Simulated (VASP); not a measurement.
Output of a VASP run:

**OSZICAR**
```
...
DAV:  10    -0.202744313751E+02   -0.52639E-03   -0.79116E-03  1598   0.778E-01    0.496E-01
DAV:  11    -0.202739873273E+02    0.44405E-03   -0.70118E-04  1808   0.216E-01    0.150E-01
DAV:  12    -0.202737548612E+02    0.23247E-03   -0.77159E-04  2087   0.476E-01    0.414E-02
DAV:  13    -0.202737606133E+02   -0.57521E-05   -0.80309E-05  1613   0.661E-02    0.378E-02
DAV:  14    -0.202737602258E+02    0.38754E-06   -0.32912E-06  1428   0.185E-02
   1 F= -.22429052E+02 E0= -.22429148E+02  d E =-.224291E+02
       N       E                     dE             d eps       ncg     rms          rms(c)
DAV:   1    -0.202726442976E+02    0.11163E-02   -0.38361E-02  1661   0.266E+00    0.438E-01
DAV:   2    -0.202753047256E+02   -0.26604E-02   -0.39441E-02  1657   0.386E+00    0.586E-01
DAV:   3    -0.202704372708E+02    0.48675E-02   -0.17684E-02  1657   0.269E+00    0.106E-01
DAV:   4    -0.202703086015E+02    0.12867E-03   -0.98067E-04  1592   0.266E-01    0.379E-02
DAV:   5    -0.202702916101E+02    0.16991E-04   -0.75408E-05  1822   0.148E-01    0.157E-02
DAV:   6    -0.202702906756E+02    0.93449E-06   -0.85870E-06  1571   0.333E-02
   2 F= -.22429364E+02 E0= -.22429434E+02  d E =-.311922E-03
       N       E                     dE             d eps       ncg     rms          rms(c)
DAV:   1    -0.202786252218E+02   -0.83336E-02   -0.34608E-01  1664   0.794E+00    0.132E+00
DAV:   2    -0.203015847975E+02   -0.22960E-01   -0.35159E-01  1654   0.115E+01    0.173E+00
DAV:   3    -0.202586446673E+02    0.42940E-01   -0.15772E-01  1654   0.807E+00    0.318E-01
DAV:   4    -0.202575113201E+02    0.11333E-02   -0.91887E-03  1574   0.773E-01    0.124E-01
DAV:   5    -0.202573333270E+02    0.17799E-03   -0.71905E-04  1844   0.461E-01    0.543E-02
DAV:   6    -0.202573252288E+02    0.80982E-05   -0.70099E-05  1571   0.870E-02    0.326E-02
DAV:   7    -0.202573122373E+02    0.12992E-04   -0.36551E-05  2128   0.104E-01    0.760E-03
DAV:   8    -0.202573124157E+02   -0.17844E-06   -0.47231E-06  1492   0.166E-02
   3 F= -.22427933E+02 E0= -.22427910E+02  d E =0.111890E-02
       N       E                     dE             d eps       ncg     rms          rms(c)
DAV:   1    -0.202808081020E+02   -0.23496E-01   -0.21056E-01  1653   0.625E+00    0.103E+00
DAV:   2    -0.202955433206E+02   -0.14735E-01   -0.22517E-01  1649   0.914E+00    0.138E+00
DAV:   3    -0.202685698228E+02    0.26973E-01   -0.98476E-02  1649   0.625E+00    0.250E-01
DAV:   4    -0.202678242564E+02    0.74557E-03   -0.51423E-03  1574   0.634E-01    0.834E-02
DAV:   5    -0.202677372756E+02    0.86981E-04   -0.45091E-04  1860   0.369E-01    0.280E-02
DAV:   6    -0.202677345497E+02    0.27260E-05   -0.58350E-05  1571   0.885E-02    0.126E-02
DAV:   7    -0.202677336588E+02    0.89086E-06   -0.41774E-06  1405   0.337E-02
   4 F= -.22429357E+02 E0= -.22429406E+02  d E =-.304252E-03
       N       E                     dE             d eps       ncg     rms          rms(c)
DAV:   1    -0.202687615782E+02   -0.10270E-02   -0.20202E-03  1661   0.613E-01    0.101E-01
DAV:   2    -0.202688970658E+02   -0.13549E-03   -0.20923E-03  1654   0.891E-01    0.134E-01
DAV:   3    -0.202686420560E+02    0.25501E-03   -0.93051E-04  1657   0.615E-01    0.247E-02
DAV:   4    -0.202686339975E+02    0.80585E-05   -0.51524E-05  1597   0.620E-02    0.856E-03
DAV:   5    -0.202686330563E+02    0.94117E-06   -0.42927E-06  1463   0.361E-02
   5 F= -.22429379E+02 E0= -.22429434E+02  d E =-.326425E-03
```

**OUTCAR**
```
------------------------ aborting loop because EDIFF is reached ----------------------------------------
 Edisp (eV)   -2.16075
  FORCE on cell =-STRESS in cart. coord.  units (eV):
  Direction    XX          YY          ZZ          XY          YZ          ZX
  --------------------------------------------------------------------------------------
  Total       0.05338     0.05338     0.03520     0.00000     0.00000     0.00000
  in kB       1.26111     1.26111     0.83149     0.00000     0.00000     0.00000
  external pressure =        1.12 kB  Pullay stress =        0.00 kB
  volume of cell :       67.82
      direct lattice vectors                 reciprocal lattice vectors
     1.958307731 -3.391888648  0.000000000     0.255322487 -0.147410500 -0.000000000
     1.958307731  3.391888648 -0.000000000     0.255322487  0.147410500  0.000000000
     0.000000000 -0.000000000  5.105165918     0.000000000  0.000000000  0.195880020
 POSITION                                       TOTAL-FORCE (eV/Angst)
 -----------------------------------------------------------------------------------
      0.00000     -0.00000      2.55258         0.000000      0.000000      0.000000
      0.00000     -0.00000      0.00000        -0.000000      0.000000      0.000000
      1.95831      1.13063      1.27629        -0.000000      0.000000     -0.000000
      1.95831     -1.13063      3.82887         0.000000     -0.000000      0.000000
 -----------------------------------------------------------------------------------
    total drift:                                0.000000      0.000000      0.000000
  FREE ENERGIE OF THE ION-ELECTRON SYSTEM (eV)
  ---------------------------------------------------
  free  energy   TOTEN  =       -22.4293787769 eV

  energy  without entropy=      -22.4295439425  energy(sigma->0) =      -22.42943383

 reached required accuracy - stopping structural energy minimisation
```
(Selected blocks of OUTCAR.)

### POSCAR
```
NiSb
1
    1.9579975844    -3.3913514586     0.0000000000
    1.9579975844     3.3913514586     0.0000000000
    0.0000000000    -0.0000000000     5.1215291961
Ni Sb
2 2
Direct
  0.0000000000   0.0000000000   0.5000000000
  0.0000000000   0.0000000000   0.0000000000
  0.3333330000   0.6666670000   0.2500000000
  0.6666670000   0.3333330000   0.7500000000
```

Task: Write an INCAR and KPOINTS that could have produced this output.

Result: Several could match; the one computed here: the input of the run itself, PBE GGA with D3 dispersion (Becke-Johnson damping), plane waves, VASP's PBE PAW potentials (set 64).

INCAR:
```
! general
SYSTEM =NiSb
PREC   =Accurate
ENCUT  =520
LREAL  =F   ! projection in real space or not
LASPH  =T   ! aspherical one-centre terms

! electronic loop
EDIFF  =1E-6
NELM   =100   ! most electronic steps
ALGO   =Normal
LMAXMIX=4

! smearing
ISMEAR =1
SIGMA  =0.1

! functional
GGA    =PE
IVDW   =12   ! D3, Becke-Johnson

! ions
IBRION =2   ! conjugate gradients
NSW    =60   ! most ionic steps
ISIF   =3
EDIFFG =-0.02   ! ionic stop

! output
LWAVE  =F
LCHARG =F
```

### KPOINTS
```
Automatic mesh
0
Gamma
8 8 6
0 0 0
```

POTCAR, in this order: Ni Sb (PBE.64 set). Program: vasp_std.

The compound is NiSb in the NiAs type structure. This run relaxes it. Symmetry was kept, so distortions that lower it aren't found. The start is the result of an earlier pass. The run is not spin-polarised, so no magnetic state was tried.
